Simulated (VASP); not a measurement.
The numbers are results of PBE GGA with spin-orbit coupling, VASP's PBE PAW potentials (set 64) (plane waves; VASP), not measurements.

Input for VASP

POSCAR:
```
HfC
1
    0.0000000000     2.3200000000     2.3200000000
    2.3200000000     0.0000000000     2.3200000000
    2.3200000000     2.3200000000     0.0000000000
Hf C
1 1
Direct
  0.0000000000   0.0000000000   0.0000000000
  0.5000000000   0.5000000000   0.5000000000
```

KPOINTS:
```
Automatic
0
gamma
10 10 10
0 0 0
```

### INCAR
```
SYSTEM=HfC
PREC=Accurate; ENCUT=400; LREAL=.False.
LASPH=.True.
EDIFF=1E-6; NELM=100; ALGO=Normal
LMAXMIX=6
ISMEAR=-1; SIGMA=0.1
GGA=PE; GGA_COMPAT=.False.
MAGMOM=0.0 0.0 0.0 0.0 0.0 0.0
LSORBIT=.True.; LNONCOLLINEAR=.True.
ISIF=2
LWAVE=.False.; LCHARG=.False.; LORBIT=11
```

POTCAR, in this order: Hf_pv C (PBE.64 set). Program: vasp_ncl.

What VASP printed:

File OSZICAR:
```
       N       E                     dE             d eps       ncg     rms          rms(c)
DAV:   1     0.371121843126E+02    0.37112E+02   -0.64578E+03  2084   0.101E+03
DAV:   2    -0.224260992685E+02   -0.59538E+02   -0.56785E+02  2658   0.259E+02
DAV:   3    -0.248366115304E+02   -0.24105E+01   -0.23855E+01  2634   0.400E+01
DAV:   4    -0.248601635209E+02   -0.23552E-01   -0.23521E-01  2538   0.425E+00
DAV:   5    -0.248605036786E+02   -0.34016E-03   -0.34008E-03  2670   0.410E-01    0.637E+01
DAV:   6    -0.217751622583E+02    0.30853E+01   -0.19741E+01  2328   0.232E+01    0.438E+01
DAV:   7    -0.217181949464E+02    0.56967E-01   -0.72295E-01  2448   0.662E+00    0.269E+01
DAV:   8    -0.217141595971E+02    0.40353E-02   -0.60789E-02  2362   0.222E+00    0.828E+00
DAV:   9    -0.217076938664E+02    0.64657E-02   -0.18583E-02  2434   0.743E-01    0.167E+00
DAV:  10    -0.217065482631E+02    0.11456E-02   -0.50680E-03  2272   0.485E-01    0.102E+00
DAV:  11    -0.217064667653E+02    0.81498E-04   -0.40889E-04  2508   0.166E-01    0.181E-01
DAV:  12    -0.217064689821E+02   -0.22168E-05   -0.42119E-05  2380   0.511E-02    0.261E-02
DAV:  13    -0.217064669286E+02    0.20535E-05   -0.40085E-06  2324   0.179E-02    0.248E-02
DAV:  14    -0.217064668137E+02    0.11493E-06   -0.40643E-07  1250   0.542E-03
   1 F= -.21706467E+02 E0= -.21701198E+02  d E =-.105366E-01  mag=     0.0000    -0.0000     0.0000
```

File OUTCAR:
```
------------------------ aborting loop because EDIFF is reached ----------------------------------------
  FORCE on cell =-STRESS in cart. coord.  units (eV):
  Direction    XX          YY          ZZ          XY          YZ          ZX
  --------------------------------------------------------------------------------------
  Total        0.0087753      0.0087753      0.0087753      0.0000000      0.0000000     -0.0000000
  in kB        0.5629582      0.5629582      0.5629582      0.0000000      0.0000000     -0.0000000
  external PRESSURE =       0.5629582 kB  Pullay stress =       0.0000000 kB
  volume of cell :       24.97
      direct lattice vectors                 reciprocal lattice vectors
     0.000000000  2.320000000  2.320000000    -0.215517241  0.215517241  0.215517241
     2.320000000  0.000000000  2.320000000     0.215517241 -0.215517241  0.215517241
     2.320000000  2.320000000  0.000000000     0.215517241  0.215517241 -0.215517241
 POSITION                                       TOTAL-FORCE (eV/Angst)
 -----------------------------------------------------------------------------------
      0.00000      0.00000      0.00000         0.000000      0.000000     -0.000000
      2.32000      2.32000      2.32000         0.000000      0.000000      0.000000
 -----------------------------------------------------------------------------------
    total drift:                                0.000000     -0.000000     -0.000000
  FREE ENERGIE OF THE ION-ELECTRON SYSTEM (eV)
  ---------------------------------------------------
  free  energy   TOTEN  =       -21.7064668137 eV

  energy  without entropy=      -21.6959301808  energy(sigma->0) =      -21.70119850

 total charge

# of ion       s       p       d       tot
------------------------------------------
    1        0.312   6.675   1.680   8.667
    2        0.877   1.519   0.000   2.396
--------------------------------------------------
tot          1.189   8.194   1.680  11.064

 magnetization (x)

# of ion       s       p       d       tot
------------------------------------------
    1        0.000   0.000  -0.000  -0.000
    2        0.000  -0.000   0.000  -0.000
--------------------------------------------------
tot          0.000  -0.000  -0.000  -0.000

 magnetization (y)

# of ion       s       p       d       tot
------------------------------------------
    1        0.000   0.000  -0.000  -0.000
    2        0.000  -0.000   0.000  -0.000
--------------------------------------------------
tot          0.000  -0.000  -0.000  -0.000

 magnetization (z)

# of ion       s       p       d       tot
------------------------------------------
    1        0.000  -0.000   0.000   0.000
    2       -0.000   0.000   0.000  -0.000
--------------------------------------------------
tot         -0.000  -0.000   0.000   0.000

 Ion:    1  E_soc:     -1.2947215

 Ion:    2  E_soc:     -0.0002985
```
(Selected blocks of OUTCAR.)

At this cut-off the stress carries a Pulay error, which pulls relaxed volumes low.

The structure is a typed HfC crystal. The cell was not relaxed at this level. The run is one of a series of settings (GGA_COMPAT = .FALSE., LNONCOLLINEAR = .TRUE., LSORBIT = .TRUE., MAGMOM = 0.0 0.0 0.0 0.0 0.0 0.0, program vasp_ncl against the base run), some of them coarse on purpose.
